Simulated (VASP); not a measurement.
Write the native input for VASP 6.6.1 that does the following.

```
Task                   : single point
Functional             : PBE
Potentials or basis    : VASP PAW PBE potentials, release 64 (Bi_d, O)
Cutoff                 : 520 eV
k mesh                 : 4 × 4 × 4
Occupations            : gaussian, width 0.1 eV
Spin                   : no spin polarisation
Dipole correction      : no
Further INCAR settings : ALGO = Fast; EDIFF = 1e-06; NBANDS = 34
```

The structure of BiO6 lies in POSCAR:

```
BiO6
1.0
    4.8911977626      0.0000000000      0.0000000000
    0.0000000000      4.8911977626      0.0000000000
    0.0000000000      0.0000000000      4.8911977626
Bi O
1 6
Direct
    0.0000000000      0.0000000000      0.0000000000
    0.5000000000      0.5000000000      0.1279015497
    0.5000000000      0.5000000000      0.8720984503
    0.1279015497      0.5000000000      0.5000000000
    0.8720984503      0.5000000000      0.5000000000
    0.5000000000      0.1279015497      0.5000000000
    0.5000000000      0.8720984503      0.5000000000
```

The cell was built by a generator and needn't be a form met in nature.

The cell isn't the ideal one: species swapped into the PrB6 type (Pm-3m, No. 221).

One way to write it, as run:

INCAR

```
PREC = Accurate
ENCUT = 520
EDIFF = 1E-6
ISMEAR = 0
SIGMA = 0.1
LREAL = F
LASPH = T
NELM = 60
ALGO = Fast
ISIF = 2
LWAVE = F
LCHARG = T
GGA = PE
LELF = T
LVHAR = T
NBANDS = 34
```

KPOINTS

```
Automatic mesh
0
Gamma
  4 4 4
```

Potentials or basis: VASP PAW PBE potentials, release 64 (Bi_d, O).

The run is started by

```console
$ cat potpaw_PBE.64/Bi_d/POTCAR potpaw_PBE.64/O/POTCAR > POTCAR
$ mpirun -np 1 vasp_std > vasp.out
```

It gave:

```
Pressure               : 1.5 GPa
Largest force          : 0.862 eV/Å
Band gap on the k mesh : none (metal or under the smearing width)
```

Caveat: the standard files for N, O and F lose accuracy on very short bonds; spin-orbit coupling is left out, which moves the levels of the heavy elements; an odd number of electrons without spin polarisation forces a metal; a magnetic or distorted state may lie lower.

It took 49 s on 1 thread of AMD EPYC 7R13 Processor (Zen 3), on a shared host, peak memory 0.18 GiB.
